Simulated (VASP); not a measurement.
# KSrMg6 (Amm2) in VASP: reference runs, part 2 of 3

VASP 6.6.1. The steps go on from the part before.

**3. Single point, PBE (atoms moved at random, drawn with an rms of 0.05 Å)**

The input, INCAR:

```
PREC = Accurate
ENCUT = 520
EDIFF = 1E-7
ISMEAR = -1
SIGMA = 0.05
LREAL = F
LASPH = T
NELM = 80
ALGO = Normal
ISIF = 2
LWAVE = F
LCHARG = F
GGA = PE
NBANDS = 26
```

The input, KPOINTS:

```
regular mesh
0
Gamma
  5 5 5
```

The input, POSCAR:

```
KSrMg6
1.0
    5.5661840000      0.0000000000      0.0000000000
    0.0000000000      3.5203640000      6.1699905000
    0.0000000000     -3.5203640000      6.1699905000
Sr K Mg
1 1 6
Direct
    0.5011520000      0.6669560000      0.6637100000
   -0.0011010000      0.8469490000      0.8346020000
    0.4929460000      0.1623130000      0.1720840000
    0.4969240000      0.6519150000      0.1795740000
    0.4911610000      0.1697740000      0.6717610000
    0.0069750000      0.3322300000      0.3297740000
    0.0000710000      0.8320430000      0.3262390000
   -0.0056470000      0.3235250000      0.8384840000
```

Potentials or basis: VASP PAW PBE potentials, release 64 (Sr_sv, K_sv, Mg).

Started as:

```bash
> cat potpaw_PBE.64/Sr_sv/POTCAR potpaw_PBE.64/K_sv/POTCAR potpaw_PBE.64/Mg/POTCAR > POTCAR
> mpirun -np 1 vasp_std > vasp.out
```

OUTCAR:

```text
PREC = Accurate
   ENCUT = 520
   EDIFF = 1E-7
   ISMEAR = -1
   LREAL = F
   LASPH = T
   NELM = 80
   ISIF = 2
   GGA = PE

 ion  position               nearest neighbor table
   1  0.501  0.667  0.664-   8 3.46   7 3.46   7 3.47   3 3.47   4 3.49   5 3.50   2 3.52   8 3.52
                             2 3.54   3 3.57   5 3.60   4 3.61
   2  0.999  0.847  0.835-   5 3.38   8 3.40   7 3.44   5 3.45   4 3.49   6 3.49   4 3.50   1 3.52
                             1 3.54   6 3.56   7 3.67   8 3.70
   3  0.493  0.162  0.172-   6 3.38   7 3.41   8 3.44   8 3.46   7 3.47   1 3.47   6 3.50   4 3.51
                             5 3.53   1 3.57   5 3.58   4 3.60
   4  0.497  0.652  0.180-   6 3.36   7 3.42   5 3.43   6 3.45   7 3.45   2 3.49   1 3.49   2 3.50
                             3 3.51   3 3.60   1 3.61   5 3.61
   5  0.491  0.170  0.672-   2 3.38   8 3.40   6 3.41   8 3.43   4 3.43   2 3.45   1 3.50   3 3.53
                             6 3.55   3 3.58   1 3.60   4 3.61
   6  0.007  0.332  0.330-   4 3.36   3 3.38   5 3.41   4 3.45   2 3.49   3 3.50   8 3.52   7 3.54
                             5 3.55   2 3.56   7 3.57   8 3.58
   7  0.000  0.832  0.326-   3 3.41   4 3.42   2 3.44   8 3.45   4 3.45   1 3.46   1 3.47   3 3.47
                             6 3.54   6 3.57   8 3.59   2 3.67
   8  0.994  0.324  0.838-   2 3.40   5 3.40   5 3.43   3 3.44   7 3.45   1 3.46   3 3.46   1 3.52
                             6 3.52   6 3.58   7 3.59   2 3.70

  LATTYP: Found a base centered orthorhombic cell.
 ALAT       =     7.0407280000
 B/A-ratio  =     1.7526569696
 C/A-ratio  =     0.7905693843

  Lattice vectors:

 A1 = (   0.0000000000,   3.5203640000,  -6.1699905000)
 A2 = (   0.0000000000,   3.5203640000,   6.1699905000)
 A3 = (   5.5661840000,   0.0000000000,   0.0000000000)

Analysis of symmetry for initial positions (statically):
=====================================================================
 Subroutine PRICEL returns:
 Original cell was already a primitive cell.

 Routine SETGRP: Setting up the symmetry group for a
[... 153 lines left out ...]
  volume/ion in A,a.u.               =      30.23       203.97
  Fermi-wavevector in a.u.,A,eV,Ry     =   0.825484  1.559939  9.271342  0.681424
  Thomas-Fermi vector in A             =   1.937351
   LORBIT       =      0    0 simple, 1 ext, 2 COOP (PROOUT), +10 PAW based schemes
   GGA     = PE    functional components
   LHFCALC =     F    Hartree Fock is set to
   AEXX    =    0.0000 exact exchange contribution
   IVDW    =     0    specifies the selected vdW correction
   LEPSILON=     F    determine dielectric tensor
   LRPA    =     F    only Hartree local field effects (RPA)
 non-spin polarized calculation
  energy-cutoff  :      520.00
  volume of cell :      241.80
 maximum number of plane-waves:      6535
 NGX is ok and might be reduce to    42
   NGX = 21   NGY = 27   NGZ = 27

 number of electron      30.9999999 magnetization

 Free energy of the ion-electron system (eV)
  ---------------------------------------------------
  ext. energy  EPLUGINS =         0.00000000
  ---------------------------------------------------
  free energy    TOTEN  =       -10.32721811 eV

  energy without entropy =      -10.29091585  energy(sigma->0) =      -10.30906698

 E-fermi :   1.8052     XC(G=0):  -7.9780

 val. band max:        1.7868779396   @ k =   0.2000   0.2000  -0.2000
 cond. band min:       1.8096266553   @ k =   0.4000   0.2000   0.2000
 fundamental gap:      0.0227487156
 Fermi energy:         1.8051620800

 k-point     1 :       0.0000    0.0000    0.0000
  band No.  band energies     occupation
      1     -34.1556      2.00000
      2     -29.2387      2.00000
      3     -16.2532      2.00000
      4     -16.2102      2.00000
      5     -16.1739      2.00000
      6     -12.8353      2.00000
[... 685 lines left out ...]
     25       4.7369      0.00000
     26       5.1842      0.00000

 [... further k-points ...]
[... 5 lines left out ...]
  --------------------------------------------------------------------------------------
  -------------------------------------------------------------------------------------
  Total        0.0354317      0.1040949     -0.4471663      0.0041162      0.1104094      0.0210301
  in kB        0.2347701      0.6897319     -2.9629207      0.0272741      0.7315719      0.1393450
  external PRESSURE =      -0.6794729 kB  Pullay stress =       0.0000000 kB

 VOLUME and BASIS-vectors are now :
 -----------------------------------------------------------------------------
  energy-cutoff  :      520.00
  volume of cell :      241.80
      direct lattice vectors                 reciprocal lattice vectors
     5.566184000  0.000000000  0.000000000     0.179656296  0.000000000  0.000000000
     0.000000000  3.520364000  6.169990500     0.000000000  0.142030767  0.081037402
     0.000000000 -3.520364000  6.169990500     0.000000000 -0.142030767  0.081037402

 POSITION                                       TOTAL-FORCE (eV/Angst)
 -----------------------------------------------------------------------------------
      2.78950      0.01143      8.21020        -0.074924     -0.122199     -0.209101
      5.56006      0.04347     10.37515        -0.046634     -0.112376      0.027214
      2.74383     -0.03440      2.06323         0.041437      0.079399     -0.063542
      2.76597      1.66281      5.13028         0.035642     -0.134477      0.112690
      2.73389     -1.76718      5.19226         0.077823      0.222836      0.140671
      0.03882      0.00865      4.08456        -0.070195      0.027216     -0.008573
      0.00040      1.78061      7.14659        -0.004283      0.099615     -0.034950
      5.53475     -1.81284      7.16958         0.041134     -0.060013      0.035591
 -----------------------------------------------------------------------------------
    total drift:                                0.000087      0.000139      0.000094

  FREE ENERGIE OF THE ION-ELECTRON SYSTEM (eV)
  ---------------------------------------------------
  free  energy   TOTEN  =       -10.3272181064 eV

  energy  without entropy=      -10.2909158526  energy(sigma->0) =      -10.30906698
```

stdout:

```text
POSCAR found type information on POSCAR SrK Mg
 POSCAR found :  3 types and       8 ions
 scaLAPACK will be used
 LDA part: xc-table for (Slater+PW92), standard interpolation
 POSCAR, INCAR and KPOINTS ok, starting setup
 FFT: planning ... GRIDC
 FFT: planning ... GRID_SOFT
 FFT: planning ... GRID
 WAVECAR not read
 entering main loop
```

It took 4.6 min on 1 thread of AMD EPYC 9R45 (Zen 5), shared host; peak memory 0.59 GiB.

Results:

- Free energy: -10.3272 eV
- Pressure: -0.1 GPa
- Largest force: 0.275 eV/Å
- Band gap on the k mesh: none (metal or under the smearing width)

Forces in eV/Å, atoms in the order of the input:
```
Sr  -0.075 -0.122 -0.209
K   -0.047 -0.112  0.027
Mg   0.041  0.079 -0.064
Mg   0.036 -0.134  0.113
Mg   0.078  0.223  0.141
Mg  -0.070  0.027 -0.009
Mg  -0.004  0.100 -0.035
Mg   0.041 -0.060  0.036
```

**4. Equation of state, PBE, 28.41 Å³/atom (volume scaled by 0.94)**

The input, INCAR:

```
SYSTEM = KSrMg6
ALGO = Normal ; EDIFF = 1E-7
ENCUT = 520 ; GGA = PE
ISIF = 2 ; ISMEAR = -1
LASPH = .TRUE. ; LCHARG = .FALSE.
LREAL = .FALSE. ; LWAVE = .FALSE.
NBANDS = 26 ; NELM = 80
PREC = Accurate ; SIGMA = 0.05
```

The input, KPOINTS:

```
k-points
0
G
  5 5 5
  0 0 0
```

The input, POSCAR:

```
KSrMg6
1.0
    5.4525565250      0.0000000000      0.0000000000
    0.0000000000      3.4484996720      6.0440369847
    0.0000000000     -3.4484996720      6.0440369847
Sr K Mg
1 1 6
Direct
    0.5000000000      0.6611540000      0.6611540000
    0.0000000000      0.8395520000      0.8395520000
    0.5000000000      0.1653990000      0.1653990000
    0.5000000000      0.6618800000      0.1771420000
    0.5000000000      0.1771420000      0.6618800000
    0.0000000000      0.3331310000      0.3331310000
    0.0000000000      0.8381630000      0.3235770000
    0.0000000000      0.3235770000      0.8381630000
```

Started as:

```bash
> cat potpaw_PBE.64/Sr_sv/POTCAR potpaw_PBE.64/K_sv/POTCAR potpaw_PBE.64/Mg/POTCAR > POTCAR
> mpirun -np 1 vasp_std > vasp.out
```

Run time: 2 min. Hardware: 1 thread of AMD EPYC 9R45 (Zen 5), shared host; peak memory 0.42 GiB.

Results (log left out):

| Quantity | Value |
| --- | --- |
| Free energy | -10.2952 eV |
| Pressure | 1.4 GPa |
| Largest force | 0.117 eV/Å |
| Band gap on the k mesh | none (metal or under the smearing width) |

**5. Equation of state, PBE, 29.02 Å³/atom (volume scaled by 0.96)**

The input, INCAR:

```
PREC = Accurate ; ENCUT = 520
EDIFF = 1E-7 ; ISMEAR = -1
SIGMA = 0.05 ; LREAL = F
LASPH = T ; NELM = 60
ALGO = Normal ; ISIF = 2
LWAVE = F ; LCHARG = F
GGA = PE ; NBANDS = 26
```

The input, KPOINTS:

```
Automatic mesh
0
Gamma
  5 5 5
```

POSCAR, as its differences from that of step 4:

```diff
@@ -2,5 +2,5 @@
 1.0
-    5.4525565250      0.0000000000      0.0000000000
-    0.0000000000      3.4484996720      6.0440369847
-    0.0000000000     -3.4484996720      6.0440369847
+    5.4909560755      0.0000000000      0.0000000000
+    0.0000000000      3.4727856811      6.0866020278
+    0.0000000000     -3.4727856811      6.0866020278
 Sr K Mg
```

Started as:

```bash
> cat potpaw_PBE.64/Sr_sv/POTCAR potpaw_PBE.64/K_sv/POTCAR potpaw_PBE.64/Mg/POTCAR > POTCAR
> mpirun -np 1 vasp_std > vasp.out
```

It took 2 min on 1 thread of AMD EPYC 9R45 (Zen 5), shared host; peak memory 0.42 GiB.

Results (log left out):

* Free energy: -10.3290 eV
* Pressure: 0.9 GPa
* Largest force: 0.119 eV/Å
* Band gap on the k mesh: none (metal or under the smearing width)

**6. Equation of state, PBE, 29.62 Å³/atom (volume scaled by 0.98)**

The input, INCAR:

```
PREC = Accurate
ENCUT = 520
EDIFF = 1E-7
ISMEAR = -1
SIGMA = 0.05
LREAL = F
LASPH = T
NELM = 60
ALGO = Normal
ISIF = 2
LWAVE = F
LCHARG = F
GGA = PE
NBANDS = 26
```

KPOINTS is that of step 5.

POSCAR, as its differences from that of step 5:

```diff
@@ -2,5 +2,5 @@
 1.0
-    5.4909560755      0.0000000000      0.0000000000
-    0.0000000000      3.4727856811      6.0866020278
-    0.0000000000     -3.4727856811      6.0866020278
+    5.5288259348      0.0000000000      0.0000000000
+    0.0000000000      3.4967366841      6.1285799201
+    0.0000000000     -3.4967366841      6.1285799201
 Sr K Mg
```

Potentials or basis: VASP PAW PBE potentials, release 64 (Sr_sv, K_sv, Mg).

Started as:

```bash
> cat potpaw_PBE.64/Sr_sv/POTCAR potpaw_PBE.64/K_sv/POTCAR potpaw_PBE.64/Mg/POTCAR > POTCAR
> mpirun -np 1 vasp_std > vasp.out
```

Run time: 2.1 min. Hardware: 1 thread of AMD EPYC 9R45 (Zen 5), shared host; peak memory 0.43 GiB.

Results (log left out):

```yaml
Free_energy: -10.3475 eV
Pressure: 0.4 GPa
Largest_force: 0.121 eV/Å
Band_gap_on_the_k_mesh: none (metal or under the smearing width)
```

**7. Equation of state, PBE, 30.83 Å³/atom (volume scaled by 1.02)**

The input, INCAR:

```
SYSTEM = KSrMg6
PREC = Accurate
ENCUT = 520
EDIFF = 1E-7
ISMEAR = -1
SIGMA = 0.05
LREAL = .FALSE.
LASPH = .TRUE.
NELM = 80
ALGO = Normal
ISIF = 2
LWAVE = .FALSE.
LCHARG = .FALSE.
GGA = PE
NBANDS = 26
```

The input, KPOINTS:

```
Automatic mesh
0
G
  5 5 5
  0 0 0
```

POSCAR, as its differences from that of step 6:

```diff
@@ -2,5 +2,5 @@
 1.0
-    5.5288259348      0.0000000000      0.0000000000
-    0.0000000000      3.4967366841      6.1285799201
-    0.0000000000     -3.4967366841      6.1285799201
+    5.6030472200      0.0000000000      0.0000000000
+    0.0000000000      3.5436783483      6.2108525551
+    0.0000000000     -3.5436783483      6.2108525551
 Sr K Mg
```

Started as:

```bash
> cat potpaw_PBE.64/Sr_sv/POTCAR potpaw_PBE.64/K_sv/POTCAR potpaw_PBE.64/Mg/POTCAR > POTCAR
> mpirun -np 1 vasp_std > vasp.out
```

Wall time 2 min (1 thread of AMD EPYC 9R45 (Zen 5), shared host); peak memory 0.43 GiB.

The run converged. Its results:

* Free energy: -10.3444 eV
* Pressure: -0.5 GPa
* Largest force: 0.124 eV/Å
* Band gap on the k mesh: none (metal or under the smearing width)

(Continued in part 3 of 3.)
